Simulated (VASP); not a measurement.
# NbVTe4 (F-43m) in VASP: a series of runs

One crystal, NbVTe4, is run at these levels: PBE; tasks: relaxation of cell and atoms.

All numbers are computed with VASP 6.6.1; they aren't measurements. Logs are shortened: lines on timing, memory, paths and dates and some standing lists are left out, and cuts for length are marked.

**1. The crystal as given**

The structure is cubic, space group F-43m (No. 216). The conventional cell has a = 8.546 Å, b = 8.546 Å, c = 8.546 Å, α = 90.00°, β = 90.00°, γ = 90.00°. Nb (site symmetry -43m) is surrounded by 12 Te at 3.55 Å and 4 V at 3.70 Å. Around V (site symmetry -43m) lie 12 Te at 3.54 Å and 4 Nb at 3.70 Å. Around Te (site symmetry 3m) lie 6 Te at 3.00 to 3.04 Å.

The cell was built by a generator and needn't be a form met in nature.

**2. Relaxation of cell and atoms, PBE, collinear spin, ferromagnetic start**

File INCAR:

```
SYSTEM = NbVTe4
PREC = Normal ; ENCUT = 520
EDIFF = 1E-4 ; ISMEAR = 0
SIGMA = 0.15 ; LREAL = .False.
LASPH = .True. ; NELM = 60
ALGO = Fast ; ISIF = 3
LWAVE = .False. ; LCHARG = .False.
ISPIN = 2 ; MAGMOM = 0 2 0 0 0 0
LORBIT = 11 ; LMAXMIX = 4
GGA = PE ; IBRION = 2
NSW = 24 ; EDIFFG = -0.08
```

File KPOINTS:

```
regular mesh
0
Gamma
  3 3 3
  0 0 0
```

File POSCAR:

```
NbVTe4
1.0
    0.0000000000      4.2731524500      4.2731524500
    4.2731524500      0.0000000000      4.2731524500
    4.2731524500      4.2731524500      0.0000000000
Nb V Te
1 1 4
Direct
    0.5000000000      0.5000000000      0.5000000000
    0.2500000000      0.2500000000      0.2500000000
    0.8757572800      0.3727281600      0.8757572800
    0.8757572800      0.8757572800      0.3727281600
    0.3727281600      0.8757572800      0.8757572800
    0.8757572800      0.8757572800      0.8757572800
```

Potentials or basis: VASP PAW PBE potentials, release 64 (Nb_sv, V_sv, Te).

Launch:

```console
> cat potpaw_PBE.64/Nb_sv/POTCAR potpaw_PBE.64/V_sv/POTCAR potpaw_PBE.64/Te/POTCAR > POTCAR
> mpirun -np 1 vasp_std > vasp.out
```

OUTCAR:

```text
SYSTEM = NbVTe4
   PREC = Normal
   ENCUT = 520
   EDIFF = 1E-4
   ISMEAR = 0
   LREAL = .False.
   LASPH = .True.
   NELM = 60
   ISIF = 3
   ISPIN = 2
   LORBIT = 11
   GGA = PE
   IBRION = 2
   NSW = 24
   EDIFFG = -0.08

 ion  position               nearest neighbor table
   1  0.500  0.500  0.500-
   2  0.250  0.250  0.250-
   3  0.876  0.373  0.876-   4 3.00   5 3.00   6 3.00   4 3.04   6 3.04   5 3.04
   4  0.876  0.876  0.373-   3 3.00   5 3.00   6 3.00   6 3.04   3 3.04   5 3.04
   5  0.373  0.876  0.876-   3 3.00   4 3.00   6 3.00   6 3.04   4 3.04   3 3.04
   6  0.876  0.876  0.876-   3 3.00   4 3.00   5 3.00   4 3.04   3 3.04   5 3.04

  LATTYP: Found a face centered cubic cell.
 ALAT       =     8.5463049000

  Lattice vectors:

 A1 = (   0.0000000000,   4.2731524500,   4.2731524500)
 A2 = (   4.2731524500,   0.0000000000,   4.2731524500)
 A3 = (   4.2731524500,   4.2731524500,   0.0000000000)

Analysis of symmetry for initial positions (statically):
=====================================================================
 Subroutine PRICEL returns:
 Original cell was already a primitive cell.

 Routine SETGRP: Setting up the symmetry group for a
 face centered cubic supercell.

 Subroutine GETGRP returns: Found 24 space group operations
 (whereof 24 operations were pure point group operations)
 out of a pool of 48 trial point group operations.

The static configuration has the point symmetry T_d .

Analysis of symmetry for dynamics (positions and initial velocities):
=====================================================================
 Subroutine PRICEL returns:
 Original cell was already a primitive cell.

 Routine SETGRP: Setting up the symmetry group for a
 face centered cubic supercell.

 Subroutine GETGRP returns: Found 24 space group operations
 (whereof 24 operations were pure point group operations)
 out of a pool of 48 trial point group operations.

The dynamic configuration has the point symmetry T_d .

Analysis of structural, dynamic, and magnetic symmetry:
=====================================================================
 Subroutine PRICEL returns:
 Original cell was already a primitive cell.

 Routine SETGRP: Setting up the symmetry group for a
 face centered cubic supercell.

 Subroutine GETGRP returns: Found 24 space group operations
 (whereof 24 operations were pure point group operations)
 out of a pool of 48 trial point group operations.

The overall configuration has the point symmetry T_d .

 Subroutine INISYM returns: Found 24 space group operations
[... 92 lines left out ...]
   POTIM  = 0.5000    time-step for ionic-motion
   TEBEG  =    0.0;   TEEND  =   0.0 temperature during run
   PSTRESS=    0.0 pullay stress
   NELECT =      50.0000    total number of electrons
   NUPDOWN=      -1.0000    fix difference up-down
   EMIN   =  10.00;   EMAX   =-10.00  energy-range for DOS
   EFERMI =   0.00;   METHOD = LEGACY
   ISMEAR =     0;   SIGMA  =   0.15  broadening in eV -4-tet -1-fermi 0-gaus
   EFERMI_NEDOS =   21; number of points for ismear=-14 and -15
   IALGO  =     68    algorithm
   IMIX   =      4    mixing-type and parameters
     AMIX     =   0.40;   BMIX     =  1.00
     AMIX_MAG =   1.60;   BMIX_MAG =  1.00
  volume/ion in A,a.u.               =      26.01       175.52
  Fermi-wavevector in a.u.,A,eV,Ry     =   1.120228  2.116924 17.074099  1.254911
  Thomas-Fermi vector in A             =   2.256873
   LORBIT       =     11    0 simple, 1 ext, 2 COOP (PROOUT), +10 PAW based schemes
   GGA     = PE    functional components
   LHFCALC =     F    Hartree Fock is set to
   AEXX    =    0.0000 exact exchange contribution
   IVDW    =     0    specifies the selected vdW correction
   LEPSILON=     F    determine dielectric tensor
   LRPA    =     F    only Hartree local field effects (RPA)
 conjugate gradient relaxation of ions
 spin polarized calculation
 RMM-DIIS sequential band-by-band and
 Gauss-broadening in eV      SIGMA  =   0.15
  energy-cutoff  :      520.00
  volume of cell :      156.05
 maximum number of plane-waves:      4279
   NGX = 23   NGY = 23   NGZ = 23

--------------------------------------- Ionic step        1  -------------------------------------------

 number of electron      49.9999970 magnetization       1.5842808

 Free energy of the ion-electron system (eV)
  ---------------------------------------------------
  ext. energy  EPLUGINS =         0.00000000
  ---------------------------------------------------
  free energy    TOTEN  =       -24.16137662 eV

  energy without entropy =      -24.04525672  energy(sigma->0) =      -24.10331667

 E-fermi :   8.2891     XC(G=0): -10.2936

 val. band max:        8.2466640005   @ k =   0.0000   0.0000   0.0000
 cond. band min:       8.3324584076   @ k =   0.3333   0.3333   0.0000
 fundamental gap:      0.0857944071
 Fermi energy:         8.2890675419

 spin component 1

 k-point     1 :       0.0000    0.0000    0.0000
  band No.  band energies     occupation
      1     -56.7176      1.00000
      2     -46.8970      1.00000
      3     -30.5929      1.00000
      4     -30.5929      1.00000
      5     -30.5929      1.00000
      6     -22.8490      1.00000
[... 343 lines left out ...]
--------------------------------------- Ionic step        3  -------------------------------------------

 number of electron      50.0000045 magnetization       1.3065741

 Free energy of the ion-electron system (eV)
  ---------------------------------------------------
  ext. energy  EPLUGINS =         0.00000000
  ---------------------------------------------------
  free energy    TOTEN  =       -24.27546985 eV

  energy without entropy =      -24.15618814  energy(sigma->0) =      -24.21582899

 E-fermi :   7.4745     XC(G=0):  -9.9916

 val. band max:        7.4621675544   @ k =   0.3333   0.0000   0.0000
 cond. band min:       7.4765512891   @ k =   0.0000   0.0000   0.0000
 fundamental gap:      0.0143837346
 Fermi energy:         7.4744778813

 spin component 1

 k-point     1 :       0.0000    0.0000    0.0000
  band No.  band energies     occupation
      1     -57.4672      1.00000
      2     -47.5270      1.00000
      3     -31.3489      1.00000
      4     -31.3489      1.00000
      5     -31.3489      1.00000
      6     -23.4649      1.00000
[... 297 lines left out ...]
  FREE ENERGIE OF THE ION-ELECTRON SYSTEM (eV)
  ---------------------------------------------------
  free  energy   TOTEN  =       -24.2754698473 eV

  energy  without entropy=      -24.1561881410  energy(sigma->0) =      -24.21582899

 reached required accuracy - stopping structural energy minimisation

 total charge

# of ion       s       p       d       tot
------------------------------------------
    1        2.117   5.900   2.430  10.447
    2        2.168   6.006   3.029  11.204
    3        1.458   1.775   0.077   3.310
    4        1.458   1.775   0.077   3.310
    5        1.458   1.775   0.077   3.310
    6        1.458   1.775   0.077   3.310
--------------------------------------------------
tot         10.117  19.006   5.768  34.891

 magnetization (x)

# of ion       s       p       d       tot
------------------------------------------
    1       -0.034  -0.008  -1.524  -1.566
    2        0.068   0.014   2.761   2.842
    3        0.000  -0.004   0.001  -0.003
    4        0.000  -0.004   0.001  -0.003
    5        0.000  -0.004   0.001  -0.003
    6        0.000  -0.004   0.001  -0.003
--------------------------------------------------
tot          0.036  -0.011   1.242   1.267
```

OSZICAR:

```text
N       E                     dE             d eps       ncg     rms          rms(c)
DAV:   1     0.432687750119E+03    0.43269E+03   -0.24624E+04   560   0.146E+03
DAV:   2     0.148754061422E+02   -0.41781E+03   -0.40740E+03   598   0.416E+02
[... 57 lines left out ...]
RMM:   7    -0.242742268910E+02   -0.14087E-02   -0.11373E-02   647   0.392E-01    0.350E-01
RMM:   8    -0.242749741973E+02   -0.74731E-03   -0.64087E-03   561   0.262E-01    0.290E-01
RMM:   9    -0.242750906595E+02   -0.11646E-03   -0.24924E-03   518   0.171E-01    0.107E-01
RMM:  10    -0.242752880346E+02   -0.19738E-03   -0.17556E-03   468   0.131E-01    0.560E-02
RMM:  11    -0.242754026676E+02   -0.11463E-03   -0.11764E-03   433   0.102E-01    0.565E-02
RMM:  12    -0.242754698473E+02   -0.67180E-04   -0.67800E-04   383   0.788E-02
   3 F= -.24275470E+02 E0= -.24215829E+02  d E =-.114093E+00  mag=     1.3127
```

Run time: 96 s. Hardware: 1 thread of Intel Xeon 6975P-C (Granite Rapids), shared host; peak memory 0.27 GiB.

What came out:

* Free energy: -24.2755 eV
* Relaxed volume: 27.74 Å³/atom
* Relaxed cell: a = 6.175 Å, b = 6.175 Å, c = 6.175 Å, α = 60.00°, β = 60.00°, γ = 60.00°
* Space group after relaxing (to 0.05 Å): F-43m (No. 216)
* Energy gained by relaxing: 19.0 meV/atom
* Ionic steps: 3
* Pressure after relaxing: -0.2 GPa
* Largest force after relaxing: 0.023 eV/Å
* Band gap on the k mesh: none (metal or under the smearing width)
* Net moment: 1.31 μB per cell
* Site moments: Nb -1.57; V +2.84; Te -0.00 μB
* Valence electrons inside the program's atomic spheres: Nb 10.45; V 11.20; Te 3.31

Forces on the atoms (eV/Å):
```
Nb   0.000  0.000  0.000
V    0.000  0.000  0.000
Te  -0.013  0.013 -0.013
Te  -0.013 -0.013  0.013
Te   0.013 -0.013 -0.013
Te   0.013  0.013  0.013
```

The path:
```tsv
step	energy change (eV)	largest force (eV/Å)	pressure (GPa)	volume (Å³)
1	0.0000	0.3741	3.40	156.05
2	-0.1090	0.0881	-0.58	168.84
3	-0.1141	0.0231	-0.16	166.47
```

Final structure:
```
Nb V Te
1.0
     0.00000    4.36615    4.36615
     4.36615    0.00000    4.36615
     4.36615    4.36615    0.00000
Nb V Te
1 1 4
Direct
  0.50000 0.50000 0.50000
  0.25000 0.25000 0.25000
  0.87475 0.37574 0.87475
  0.87475 0.87475 0.37574
  0.37574 0.87475 0.87475
  0.87475 0.87475 0.87475
```

Caveat: the k mesh is coarse (spacing up to 0.42 Å⁻¹), so the values aren't converged; the relaxation stopped at a loose force limit of 0.08 eV/Å, so its end isn't a converged minimum.

**3. Relaxation of cell and atoms, PBE, collinear spin, ferromagnetic start**

This run uses another cell than the first one, of 26.25 Å³/atom, 1.009 times its volume.

INCAR is that of step 2.

KPOINTS is that of step 2.

File POSCAR:

```
NbVTe4
1.0
    0.0000000000      4.2865012300      4.2865012300
    4.2865012300      0.0000000000      4.2865012300
    4.2865012300      4.2865012300      0.0000000000
Nb V Te
1 1 4
Direct
    0.7500000000      0.7500000000      0.7500000000
    0.0000000000      0.0000000000      0.0000000000
    0.3742041000      0.3742041000      0.8773877000
    0.8773877000      0.3742041000      0.3742041000
    0.3742041000      0.3742041000      0.3742041000
    0.3742041000      0.8773877000      0.3742041000
```

Potentials or basis: VASP PAW PBE potentials, release 64 (Nb_sv, V_sv, Te).

Launch:

```console
> cat potpaw_PBE.64/Nb_sv/POTCAR potpaw_PBE.64/V_sv/POTCAR potpaw_PBE.64/Te/POTCAR > POTCAR
> mpirun -np 1 vasp_std > vasp.out
```

OUTCAR:

```text
SYSTEM = NbVTe4
   PREC = Normal
   ENCUT = 520
   EDIFF = 1E-4
   ISMEAR = 0
   LREAL = .False.
   LASPH = .True.
   NELM = 60
   ISIF = 3
   ISPIN = 2
   LORBIT = 11
   GGA = PE
   IBRION = 2
   NSW = 24
   EDIFFG = -0.08

 ion  position               nearest neighbor table
   1  0.750  0.750  0.750-
   2  0.000  0.000  0.000-
   3  0.374  0.374  0.877-   4 3.01   5 3.01   6 3.01   6 3.05   4 3.05   5 3.05
   4  0.877  0.374  0.374-   3 3.01   5 3.01   6 3.01   6 3.05   3 3.05   5 3.05
   5  0.374  0.374  0.374-   3 3.01   4 3.01   6 3.01   4 3.05   6 3.05   3 3.05
   6  0.374  0.877  0.374-   3 3.01   4 3.01   5 3.01   4 3.05   3 3.05   5 3.05

  LATTYP: Found a face centered cubic cell.
 ALAT       =     8.5730024600

  Lattice vectors:

 A1 = (   0.0000000000,   4.2865012300,   4.2865012300)
 A2 = (   4.2865012300,   0.0000000000,   4.2865012300)
 A3 = (   4.2865012300,   4.2865012300,   0.0000000000)

Analysis of symmetry for initial positions (statically):
[... 801 lines left out ...]
  -------------------------------------------------------------------------------------
  Total       -0.3775516     -0.3775516     -0.3775516     -0.0000000     -0.0000000      0.0000000
  in kB       -3.5954976     -3.5954976     -3.5954976     -0.0000000     -0.0000000      0.0000000
  external PRESSURE =      -3.5954976 kB  Pullay stress =       0.0000000 kB

 VOLUME and BASIS-vectors are now :
 -----------------------------------------------------------------------------
  energy-cutoff  :      520.00
  volume of cell :      168.24
      direct lattice vectors                 reciprocal lattice vectors
     0.000000000  4.381598946  4.381598946    -0.114113593  0.114113593  0.114113593
     4.381598946  0.000000000  4.381598946     0.114113593 -0.114113593  0.114113593
     4.381598946  4.381598946 -0.000000000     0.114113593  0.114113593 -0.114113593

 POSITION                                       TOTAL-FORCE (eV/Angst)
 -----------------------------------------------------------------------------------
      6.57240      6.57240      6.57240         0.000000     -0.000000     -0.000000
      8.76320      8.76320      8.76320         0.000000     -0.000000     -0.000000
      5.47324      5.47324      3.28995         0.045083      0.045083     -0.045083
      3.28995      5.47324      5.47324        -0.045083      0.045083      0.045083
      3.28995      3.28995      3.28995        -0.045083     -0.045083     -0.045083
      5.47324      3.28995      5.47324         0.045083     -0.045083      0.045083
 -----------------------------------------------------------------------------------
    total drift:                               -0.000000     -0.000000     -0.000000

  FREE ENERGIE OF THE ION-ELECTRON SYSTEM (eV)
  ---------------------------------------------------
  free  energy   TOTEN  =       -24.2729041056 eV

  energy  without entropy=      -24.1534085408  energy(sigma->0) =      -24.21315632

 reached required accuracy - stopping structural energy minimisation

 total charge

# of ion       s       p       d       tot
------------------------------------------
    1        2.117   5.900   2.430  10.446
    2        2.165   6.005   3.039  11.210
    3        1.457   1.773   0.075   3.305
    4        1.457   1.773   0.075   3.305
    5        1.457   1.773   0.075   3.305
    6        1.457   1.773   0.075   3.305
--------------------------------------------------
tot         10.112  18.997   5.768  34.876

 magnetization (x)

# of ion       s       p       d       tot
------------------------------------------
    1       -0.034  -0.009  -1.554  -1.597
    2        0.067   0.013   2.782   2.862
    3        0.000  -0.003   0.001  -0.002
    4        0.000  -0.003   0.001  -0.002
    5        0.000  -0.003   0.001  -0.002
    6        0.000  -0.003   0.001  -0.002
--------------------------------------------------
tot          0.034  -0.007   1.232   1.259
```

OSZICAR:

```text
N       E                     dE             d eps       ncg     rms          rms(c)
DAV:   1     0.418682886193E+03    0.41868E+03   -0.22860E+04   552   0.147E+03
DAV:   2     0.150951568794E+02   -0.40359E+03   -0.39319E+03   589   0.415E+02
[... 40 lines left out ...]
RMM:  13    -0.242717601288E+02    0.94879E-04   -0.74524E-03   595   0.237E-01    0.111E-01
RMM:  14    -0.242722337583E+02   -0.47363E-03   -0.48964E-03   499   0.158E-01    0.513E-02
RMM:  15    -0.242725462843E+02   -0.31253E-03   -0.29582E-03   465   0.145E-01    0.115E-01
RMM:  16    -0.242726825731E+02   -0.13629E-03   -0.18296E-03   437   0.111E-01    0.157E-02
RMM:  17    -0.242728253451E+02   -0.14277E-03   -0.14538E-03   403   0.866E-02    0.258E-02
RMM:  18    -0.242729041056E+02   -0.78761E-04   -0.83993E-04   379   0.760E-02
   2 F= -.24272904E+02 E0= -.24213156E+02  d E =-.835066E-01  mag=     1.2810
```

Run time: 71 s. Hardware: 1 thread of Intel Xeon 6975P-C (Granite Rapids), shared host; peak memory 0.26 GiB.

Results:

| Property | Result |
| --- | --- |
| Free energy | -24.2729 eV |
| Relaxed volume | 28.04 Å³/atom |
| Relaxed cell | a = 6.197 Å, b = 6.197 Å, c = 6.197 Å, α = 60.00°, β = 60.00°, γ = 60.00° |
| Space group after relaxing (to 0.05 Å) | F-43m (No. 216) |
| Energy gained by relaxing | 13.9 meV/atom |
| Ionic steps | 2 |
| Pressure after relaxing | -0.4 GPa |
| Largest force after relaxing | 0.078 eV/Å |
| Band gap on the k mesh | none (metal or under the smearing width) |
| Net moment | 1.28 μB per cell |
| Site moments | Nb -1.60; V +2.86; Te -0.00 μB |
| Valence electrons inside the program's atomic spheres | Nb 10.45; V 11.21; Te 3.31 |

Forces on the atoms (eV/Å):
```
Nb   0.000  0.000  0.000
V    0.000  0.000  0.000
Te   0.045  0.045 -0.045
Te  -0.045  0.045  0.045
Te  -0.045 -0.045 -0.045
Te   0.045 -0.045  0.045
```

The path:
| step | energy change (eV) | largest force (eV/Å) | pressure (GPa) | volume (Å³) |
| --- | --- | --- | --- | --- |
| 1 | 0.0000 | 0.3768 | 2.81 | 157.52 |
| 2 | -0.0835 | 0.0781 | -0.36 | 168.24 |

Final structure:
```yaml
crystal:
  lattice:
    - [0.00000, 4.38160, 4.38160]
    - [4.38160, 0.00000, 4.38160]
    - [4.38160, 4.38160, 0.00000]
  atoms:
    - { symbol: Nb, position: [0.75000, 0.75000, 0.75000] }
    - { symbol: V, position: [0.00000, 0.00000, 0.00000] }
    - { symbol: Te, position: [0.37543, 0.37543, 0.87371] }
    - { symbol: Te, position: [0.87371, 0.37543, 0.37543] }
    - { symbol: Te, position: [0.37543, 0.37543, 0.37543] }
    - { symbol: Te, position: [0.37543, 0.87371, 0.37543] }
```

Caveat: the k mesh is coarse (spacing up to 0.42 Å⁻¹), so the values aren't converged; the relaxation stopped at a loose force limit of 0.08 eV/Å, so its end isn't a converged minimum.
